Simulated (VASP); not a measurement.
# Ga2O: structure and properties in VASP, part 2 of 2

Aim: relax Ga2O, then compute properties on the relaxed cell. The cell is invented: other elements were put on sites of a known structure type. It may not be a known or stable phase.

VASP 6.6.1, plane waves and PAW; the level of theory is named at each step.

Still holding for the runs below: Spin-orbit coupling is off here; it would split degenerate levels.

So far. Step 4 (Bands along the symmetry lines (SCAN)): At these settings, which differ from those of the relaxation, the cell is under a pressure of 0.6 GPa. Step 5 (Density of states (SCAN)): The finer mesh and the other smearing move the Fermi level by -0.13 eV from the 6×6×6 run, one measure of the sampling error in the zero of the bands above. Of the states within 0.3 eV of the Fermi level, the largest shares in the PAW spheres are Ga p 29 %, O p 27 % and Ga s 10 %.

## Step 6: Bands along the symmetry lines (TB-mBJ) (continued)

The electronic bands at the labelled points (eV, zero at the Fermi level; # counts the bands kept):

```
          point     #2     #3     #4     #5     #6    #7
              Γ  -2.82  -2.82  -1.61   0.23   0.23  1.20
0.47 of the way  -3.87  -3.48  -1.50  -1.22   1.03  4.39
              M  -5.50  -4.05  -1.37  -0.47   1.73  3.85
0.47 of the way  -6.41  -2.95  -1.36  -0.54   0.59  5.26
              K  -7.63  -1.43  -1.34  -0.77  -0.77  7.37
0.53 of the way  -4.66  -2.91  -1.47  -1.39   0.99  5.14
              Γ  -2.82  -2.82  -1.61   0.23   0.23  1.20
0.47 of the way  -2.55  -2.55  -2.26   0.92   0.92  1.98
              A  -2.43  -2.17  -2.17  -1.26   2.15  2.15
0.47 of the way  -3.72  -2.25  -2.11  -0.33  -0.32  1.23
              L  -5.19  -4.25  -2.34  -1.00   0.47  0.77
0.47 of the way  -5.00  -4.09  -2.78  -2.38   1.28  1.48
              H  -4.46  -4.31  -3.57  -3.57   1.90  1.90
0.53 of the way  -3.81  -2.38  -2.18  -1.28   0.06  1.54
              A  -2.43  -2.17  -2.17  -1.26   2.15  2.15
      jump to L  -5.19  -4.25  -2.34  -1.00   0.47  0.77
0.47 of the way  -5.19  -3.28  -1.92  -1.60   1.25  3.10
              M  -5.50  -4.05  -1.37  -0.47   1.73  3.85
      jump to K  -7.63  -1.43  -1.34  -0.77  -0.77  7.37
0.53 of the way  -6.57  -3.48  -1.36  -1.36   0.77  3.24
              H  -4.46  -4.31  -3.57  -3.57   1.90  1.90
```

Of the projections kept (Ga, O), the largest for each band there; the rest of the weight can lie on other orbitals:

```
point       #2       #3      #4       #5       #6       #7
    Γ   O 0.92   O 0.92  O 0.96  Ga 1.00  Ga 1.00  Ga 1.00
    M  Ga 0.94   O 0.67  O 0.99   O 0.81  Ga 0.53  Ga 0.92
    K  Ga 0.86  Ga 0.89  O 0.99   O 0.78   O 0.78  Ga 0.93
    Γ   O 0.92   O 0.92  O 0.96  Ga 1.00  Ga 1.00  Ga 1.00
    A  Ga 0.87   O 0.99  O 0.99   O 0.79  Ga 1.00  Ga 1.00
    L  Ga 0.61   O 0.69  O 0.96  Ga 0.54  Ga 1.00  Ga 0.96
```

There is no gap at this level.

## Step 7: Optical spectrum (SCAN)

This step: SCAN; plane waves and PAW (Ga_d, O); invented cell (VASP 6.6.1).

LOPTICS sums transitions from filled to empty bands. The mesh is finer than in the run before. NBANDS is raised for it.

INCAR reads:

```
SYSTEM = Ga2O
PREC = Accurate
ENCUT = 520
EDIFF = 1E-06
NELM = 100
ISMEAR = -1
SIGMA = 0.05
LREAL = .FALSE.
ALGO = Normal
METAGGA = SCAN
LASPH = .TRUE.
LORBIT = 11
LWAVE = .FALSE.
LCHARG = .FALSE.
LOPTICS = .TRUE.
NEDOS = 1500
CSHIFT = 0.1
NBANDS = 40
```

POSCAR reads:

```
Ga2O
1.0
    4.1339776327      0.0000000000      0.0000000000
   -2.0669888163      3.5801296415      0.0000000000
    0.0000000000      0.0000000000      3.0622039246
Ga O
2 1
Direct
    0.6666666700      0.3333333300      0.5000000000
    0.3333333300      0.6666666700      0.5000000000
    0.0000000000      0.0000000000      0.0000000000
```

KPOINTS reads:

```
Automatic mesh
0
Gamma
8 8 9
0 0 0
```

The projector-augmented-wave data sets are Ga_d and O (PBE family, release 64).

On the command line:

```console
$ mpirun -np 1 vasp_std
```

The job ended after 4.1 min (1 MPI rank of AMD EPYC 9R14 (Zen 4), shared host; peak memory 0.25 GiB).

These are independent-particle spectra without excitons or local fields, and fine structure depends on the mesh and on CSHIFT. The intraband (Drude) part is not in this spectrum.

Numbers from this step:

- electronic steps: 15
- bands: 40
- irreducible k points: 50
- Fermi energy: 4.245 eV
- pressure: 0.4848 GPa

The imaginary dielectric function has structure finer than the step of the table below, so its rows give means over 0.5 eV, whole bins alone (the curve runs from 0 to 25.0 eV). Peaks (eV: height): xx 1.68: 80.9; zz 0.73: 16.0, 1.81: 23.0, 2.72: 16.0, 4.19: 17.3.

Table of imaginary dielectric function by photon energy; means over each step:

```
photon energy (eV)     xx     zz
               0.5   23.0   7.75
               1.0   27.6   10.4
               1.5   57.8   17.8
               2.0   55.2   21.6
               2.5   32.7   14.5
               3.0   13.9   8.06
               3.5   7.14   8.19
               4.0   5.64   13.4
               4.5   5.48   14.5
               5.0   5.01   9.25
               5.5   4.65   6.66
               6.0   2.56   5.70
               6.5   1.80   3.67
               7.0   1.48   1.78
               7.5   1.29   1.93
               8.0   1.93   2.83
               8.5   1.57   2.48
               9.0   1.16   2.02
               9.5   1.09   1.80
              10.0   1.06   1.22
              10.5   1.03  0.881
              11.0  0.792  0.743
              11.5  0.826  0.986
              12.0  0.680  0.778
              12.5  0.532  0.807
              13.0  0.497  0.723
              13.5  0.479  0.648
              14.0  0.453   1.00
              14.5  0.323  0.862
              15.0  0.261  0.451
              15.5  0.348  0.527
              16.0  0.651  0.696
              16.5  0.778  0.772
              17.0  0.555  0.759
              17.5  0.416  0.722
              18.0  0.449  0.722
              18.5  0.453  0.612
              19.0  0.444  0.486
              19.5  0.433  0.398
              20.0  0.485  0.427
              20.5  0.496  0.406
              21.0  0.411  0.312
              21.5  0.332  0.275
              22.0  0.376  0.377
              22.5  0.421  0.335
              23.0  0.403  0.352
              23.5  0.335  0.322
              24.0  0.296  0.329
              24.5  0.303  0.404
```

The real dielectric function by photon energy:

```
photon energy (eV)       xx      zz
                 0     72.4    24.6
                 1     47.5    17.8
                 2    -1.91    7.61
                 3    -17.2  -0.683
                 4    -6.24    7.64
                 5    -4.23   -4.67
                 6    -4.16   -2.90
                 7    -2.67   -2.71
                 8    -1.14   -1.15
                 9    -1.24   -1.22
                10   -0.583   -1.24
                11   -0.516  -0.401
                12   -0.502  -0.363
                13  -0.0767  -0.126
                14   0.0902   0.278
                15    0.375   0.137
                16    0.714   0.582
                17    0.214   0.311
                18    0.468   0.252
                19    0.466   0.217
                20    0.509   0.395
                21    0.469   0.347
                22    0.625   0.540
                23    0.544   0.576
                24    0.560   0.663
```

At these settings, which differ from those of the relaxation, the cell is under a pressure of 0.5 GPa.

## Step 8: Results

* relaxed volume: 15.11 Å³/atom
* relaxed conventional cell a, b, c: 4.134, 4.134, 3.062 Å; angles 90.0, 90.0, 120.0°
* space group after relaxing, within 0.02 Å: P6/mmm (No. 191)
* band gap: none, a metal
* DOS at the Fermi level: 0.232 states/eV/cell
* band gap (TB-mBJ): none, a metal

What this shows: With SCAN, Ga2O relaxes to 15.11 Å³/atom in space group P6/mmm (held by the symmetry of the run) and comes out as a metal. Bands along the symmetry lines (SCAN): Of the bands kept, 2 cross the Fermi level on this path. Bands along the symmetry lines (TB-mBJ): Of the bands kept, 2 cross the Fermi level on this path. The other levels ran on the cell relaxed with SCAN, and without spin-orbit coupling unless named. Spin-orbit coupling is left out; it would split some degenerate bands. The k-sampling is coarse for a metal, so the Fermi level, pressures and the shape of the cell carry errors. No search among competing phases was made. All values are for a static lattice at zero temperature.

[Lines on the potential files, build, host, timing and source positions are cut from VASP's logs without a mark.]

[Logs are printed without paths, hosts, clocks, repeated set-up lines and the standing remarks that a program may print on its own settings, such as how far it seeks lower states.]

[Hosts, paths, dates, database ids (printed as entryN), source tags and the programs' standing remarks are cut or masked in the printed files.]

[A measured line is paired with the nearest computed mode of its activity, which favours agreement.]
